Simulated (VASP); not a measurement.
Cs2Sb6Pd, 9 atoms in the cell. The structure is cubic, space group Fm-3m (No. 225). The conventional cell has a = 10.173 Å, b = 10.173 Å, c = 10.173 Å, α = 90.00°, β = 90.00°, γ = 90.00°. Around Pd (site symmetry m-3m) lie 6 Sb at 2.44 Å. Cs (site symmetry -43m) has 12 Sb at 3.60 Å as nearest neighbours. Around Sb (site symmetry 4mm) lie 1 Pd at 2.44 Å. The cell was built by a generator and needn't be a form met in nature.

| Quantity | Value |
| --- | --- |
| Program | VASP 6.6.1 |
| Task | single point |
| Functional | PBEsol |
| Potentials or basis | VASP PAW PBE potentials, release 64 (Pd, Cs_sv, Sb) |
| Cutoff | 520 eV |
| k mesh | 3 × 3 × 3 |
| Occupations | fermi-dirac, width 0.1 eV |
| Spin | no spin polarisation |
| Dipole correction | no |
| Charge | 1 |
| Further INCAR settings | ALGO = Normal; EDIFF = 1e-07; NBANDS = 39; NELECT = 57.0 |

Potentials or basis: VASP PAW PBE potentials, release 64 (Pd, Cs_sv, Sb).

Launch:

```bash
$ cat potpaw_PBE.64/Pd/POTCAR potpaw_PBE.64/Cs_sv/POTCAR potpaw_PBE.64/Sb/POTCAR > POTCAR
$ mpirun -np 1 vasp_std > vasp.out
```

Hardware: 1 thread of Intel(R) Xeon(R) 6975P-C (Granite Rapids), on a shared host.

How long does it take, and how much memory?

Wall time 89 s on 1 thread of Intel(R) Xeon(R) 6975P-C (Granite Rapids), on a shared host, peak memory 0.4 GiB. Counts: scf iterations 17, k points 4.
